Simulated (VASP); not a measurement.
Level of theory: RPBE GGA, VASP's PBE PAW potentials (set 64) (plane waves; VASP).

VASP input:

File POSCAR:
```
NiAl
1.0
  2.9171499660   0.0000000000   0.0000000000
  0.0000000000   2.9171499660   0.0000000000
  0.0000000000   0.0000000000   2.9171499660
Al Ni
1 1
Cartesian
  1.4585749830   1.4585749830   1.4585749830
  0.0000000000   0.0000000000   0.0000000000
```

### INCAR
```
EDIFF=1E-6   # SCF stop (eV)
EDIFFG=-0.01
ISMEAR=1   # Methfessel-Paxton
PREC=Accurate
LWAVE=F
LMAXMIX=4   # l cut-off of mixed one-centre charges
SIGMA=0.1   # width (eV)
NELM=100
ISIF=3   # ions, shape and volume
SYSTEM=NiAl
LASPH=T   # aspherical one-centre terms
IBRION=2   # conjugate gradients
LREAL=F
ENCUT=520   # plane-wave cut-off (eV)
ALGO=Normal   # blocked Davidson
NSW=60   # most ionic steps
GGA=RP
LCHARG=F
```

**KPOINTS**
```
Automatic mesh
0
Gamma
11 11 11
0 0 0
```

POTCAR, in this order: Al Ni (PBE.64 set). Program: vasp_std.

Output

### OSZICAR
```
       N       E                     dE             d eps       ncg     rms          rms(c)
DAV:   1     0.406695123140E+02    0.40670E+02   -0.58940E+03  1144   0.137E+03
DAV:   2    -0.972442383870E+01   -0.50394E+02   -0.47950E+02  1122   0.207E+02
DAV:   3    -0.110337058762E+02   -0.13093E+01   -0.12947E+01  1324   0.435E+01
DAV:   4    -0.110540654537E+02   -0.20360E-01   -0.20349E-01  1334   0.482E+00
DAV:   5    -0.110546198838E+02   -0.55443E-03   -0.55441E-03  1292   0.834E-01    0.115E+01
DAV:   6    -0.129878772749E+02   -0.19333E+01   -0.56131E+01  1256   0.127E+02    0.158E+01
DAV:   7    -0.976409276065E+01    0.32238E+01   -0.16306E+01  1240   0.766E+01    0.120E+00
DAV:   8    -0.975895737131E+01    0.51354E-02   -0.44801E-01  1392   0.853E+00    0.107E+00
DAV:   9    -0.974606010312E+01    0.12897E-01   -0.61855E-02  1306   0.405E+00    0.187E-01
DAV:  10    -0.974577519873E+01    0.28490E-03   -0.16267E-03  1322   0.633E-01    0.705E-02
DAV:  11    -0.974576940395E+01    0.57948E-05   -0.41763E-05  1226   0.630E-02    0.272E-02
DAV:  12    -0.974576726714E+01    0.21368E-05   -0.49327E-06  1152   0.421E-02    0.312E-03
DAV:  13    -0.974576681721E+01    0.44994E-06   -0.13174E-07   576   0.558E-03
   1 F= -.97457668E+01 E0= -.97456124E+01  d E =-.974577E+01
```

OUTCAR:
```
------------------------ aborting loop because EDIFF is reached ----------------------------------------
  FORCE on cell =-STRESS in cart. coord.  units (eV):
  Direction    XX          YY          ZZ          XY          YZ          ZX
  --------------------------------------------------------------------------------------
  Total        0.0135933      0.0135933      0.0135933      0.0000000     -0.0000000      0.0000000
  in kB        0.8773229      0.8773229      0.8773229      0.0000000     -0.0000000      0.0000000
  external PRESSURE =       0.8773229 kB  Pullay stress =       0.0000000 kB
  volume of cell :       24.82
      direct lattice vectors                 reciprocal lattice vectors
     2.917149966  0.000000000  0.000000000     0.342800340  0.000000000  0.000000000
     0.000000000  2.917149966  0.000000000     0.000000000  0.342800340  0.000000000
     0.000000000  0.000000000  2.917149966     0.000000000  0.000000000  0.342800340
 POSITION                                       TOTAL-FORCE (eV/Angst)
 -----------------------------------------------------------------------------------
      1.45857      1.45857      1.45857         0.000000      0.000000      0.000000
      0.00000      0.00000      0.00000         0.000000      0.000000      0.000000
 -----------------------------------------------------------------------------------
    total drift:                                0.000000      0.000000      0.000000
  FREE ENERGIE OF THE ION-ELECTRON SYSTEM (eV)
  ---------------------------------------------------
  free  energy   TOTEN  =        -9.7457668172 eV

  energy  without entropy=       -9.7453036940  energy(sigma->0) =       -9.74561244

 reached required accuracy - stopping structural energy minimisation
```
(Selected blocks of OUTCAR.)

### OUTCAR
```
 val. band max:        9.6658173250   @ k =   0.3636   0.2727   0.0909

 cond. band min:       9.7012133267   @ k =   0.4545   0.3636   0.2727


 Fermi energy:         9.6667719524

 k-point     1 :       0.0000    0.0000    0.0000
  band No.  band energies     occupation
      1      -1.2069      2.00000
      2       6.6215      2.00000
      3       6.6215      2.00000
      4       8.2123      2.00000
      5       8.2123      2.00000
      6       8.2123      2.00000
      7      15.0289      0.00000
      8      15.0289      0.00000
      9      15.0289      0.00000
     10      17.6154      0.00000

 k-point     2 :       0.0909    0.0000    0.0000
  band No.  band energies     occupation
      1      -1.0586      2.00000
      2       6.6064      2.00000
      3       6.6554      2.00000
      4       8.1503      2.00000
      5       8.1503      2.00000
      6       8.2188      2.00000
      7      13.6500      0.00000
      8      15.2238      0.00000
      9      15.2238      0.00000
     10      17.6284      0.00000

 k-point     3 :       0.1818    0.0000    0.0000
  band No.  band energies     occupation
      1      -0.6173      2.00000
      2       6.4940      2.00000
      3       6.7478      2.00000
      4       7.9932      2.00000
      5       7.9932      2.00000
      6       8.2364      2.00000
      7      11.6759      0.00000
      8      15.7814      0.00000
      9      15.7814      0.00000
     10      17.6661      0.00000

 k-point     4 :       0.2727    0.0000    0.0000
  band No.  band energies     occupation
      1       0.1067      2.00000
      2       6.0543      2.00000
      3       6.8727      2.00000
      4       7.8043      2.00000
      5       7.8043      2.00000
      6       8.2595      2.00000
      7      10.1295     -0.00000
      8      16.6429      0.00000
      9      16.6429      0.00000
     10      17.7233      0.00000

 k-point     5 :       0.3636    0.0000    0.0000
...
```

The compound is NiAl in the CsCl type structure. It was relaxed first. The start is the result of an earlier pass. The run is not spin-polarised, so no magnetic state was tried. The electron count is odd and the run is not spin-polarised, which forces a metal.
